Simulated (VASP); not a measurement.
A VASP calculation is set up with these files.

### POSCAR
```
K2S
1
    0.0000000000     3.2077801596     3.2077801596
    3.2077801596     0.0000000000     3.2077801596
    3.2077801596     3.2077801596    -0.0000000000
K S
2 1
Direct
  0.2500000000   0.2500000000   0.2500000000
  0.7500000000   0.7500000000   0.7500000000
  0.0000000000   0.0000000000   0.0000000000
```

### INCAR
```
! general
SYSTEM   =  K2S
PREC     =  Accurate
ENCUT    =  500
LREAL    =  .FALSE.
LASPH    =  .TRUE.   ! aspherical one-centre terms

! electronic loop
EDIFF    =  1E-6
NELM     =  100   ! most electronic steps
ALGO     =  Normal   ! blocked Davidson

! smearing
ISMEAR   =  0
SIGMA    =  0.05

! functional
GGA      =  PS   ! PBEsol

! ions
IBRION   =  2   ! conjugate gradients
NSW      =  40   ! most ionic steps
ISIF     =  3   ! ions, shape and volume
EDIFFG   =  -0.02
PSTRESS  =  200

! output
LWAVE    =  .FALSE.
LCHARG   =  .FALSE.
```

**KPOINTS**
```
Automatic mesh
0
Gamma
6 6 6
0 0 0
```

POTCAR, in this order: K_sv S (PBE.64 set). Program: vasp_std.

Task: Write an equivalent input for Quantum ESPRESSO's pw.x.

Result: One equivalent input (not run):
```
&CONTROL
  calculation = 'vc-relax'
  pseudo_dir = './pseudo'
  outdir = './out'
  tprnfor = .true.
  tstress = .true.
  nstep = 40
  forc_conv_thr = 0.00078
/
&SYSTEM
  ibrav = 0
  nat = 3
  ntyp = 2
  ecutwfc = 74
  occupations = 'smearing'
  smearing = 'gaussian'
  degauss = 0.003675
  input_dft = 'pbesol'
/
&ELECTRONS
  conv_thr = 7.3e-08
  electron_maxstep = 100
/
&IONS
/
&CELL
  press = 200
/
ATOMIC_SPECIES
  K 39.098 K.upf
  S 32.060 S.upf
CELL_PARAMETERS angstrom
     0.0000000    3.2077802    3.2077802
     3.2077802    0.0000000    3.2077802
     3.2077802    3.2077802   -0.0000000
ATOMIC_POSITIONS crystal
  K    0.2500000  0.2500000  0.2500000
  K    0.7500000  0.7500000  0.7500000
  S    0.0000000  0.0000000  0.0000000
K_POINTS automatic
  6 6 6 0 0 0
```
Limits of the translation: the potentials are each code's own (VASP's PAW set, PseudoDojo norm-conserving files in pw.x), so ENCUT and ecutwfc are chosen apart and not converted; conv_thr bounds pw.x's estimated SCF error, while EDIFF bounds the energy change between steps; forc_conv_thr acts on force components and is met together with etot_conv_thr.

The compound is K2S in the antifluorite structure. This run relaxes it under an external pressure of 20 GPa. Symmetry was kept, so distortions that lower it aren't found.
